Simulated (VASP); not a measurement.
Write the native input for VASP 6.6.1 that does the following.

```
Task                   : relaxation of cell and atoms
Functional             : PBE
Potentials or basis    : VASP PAW PBE potentials, release 64 (Cd, Te)
Cutoff                 : 520 eV
k mesh                 : 8 × 8 × 8
Occupations            : gaussian, width 0.02 eV
Spin                   : no spin polarisation
Further INCAR settings : ALGO = Fast; EDIFF = 1e-07; IBRION = 2; EDIFFG = -0.002; NSW = 80; ISIF = 3
```

The structure of CdTe lies in POSCAR:

```
CdTe
1.0
    0.0000000000      3.2050000000      3.2050000000
    3.2050000000      0.0000000000      3.2050000000
    3.2050000000      3.2050000000      0.0000000000
Cd Te
1 1
Direct
    0.0000000000      0.0000000000      0.0000000000
    0.2500000000      0.2500000000      0.2500000000
```

One way to write it, as run:

INCAR

```
ALGO = Fast
EDIFF = 1E-7
EDIFFG = -0.002
ENCUT = 520
GGA = PE
IBRION = 2
ISIF = 3
ISMEAR = 0
LASPH = True
LCHARG = False
LREAL = False
LWAVE = False
NELM = 80
NSW = 80
PREC = Accurate
SIGMA = 0.02
```

KPOINTS

```
k-points
0
Gamma
  8 8 8
```

Potentials or basis: VASP PAW PBE potentials, release 64 (Cd, Te).

Run with:

```sh
$ cat potpaw_PBE.64/Cd/POTCAR potpaw_PBE.64/Te/POTCAR > POTCAR
$ mpirun -np 1 vasp_std > vasp.out
```

It gave:

```json
{"Relaxed volume": "36.31 Å³/atom", "Relaxed cell": "a = 4.683 Å, b = 4.683 Å, c = 4.683 Å, α = 60.00°, β = 60.00°, γ = 60.00°", "Space group after relaxing (to 0.05 Å)": "F-43m (No. 216)", "Energy gained by relaxing": "42.6 meV/atom", "Ionic steps": "3", "Pressure after relaxing": "0.0 GPa", "Band gap on the k mesh": "0.58 eV, direct"}
```

Caveat: spin-orbit coupling is left out, which moves the levels of the heavy elements; the volume moved by +10 % from the deposited cell, more than functionals usually miss.

Wall time 58 s on 1 thread of Intel(R) Xeon(R) Platinum 8488C (Sapphire Rapids) (shared host), peak memory 0.23 GiB.
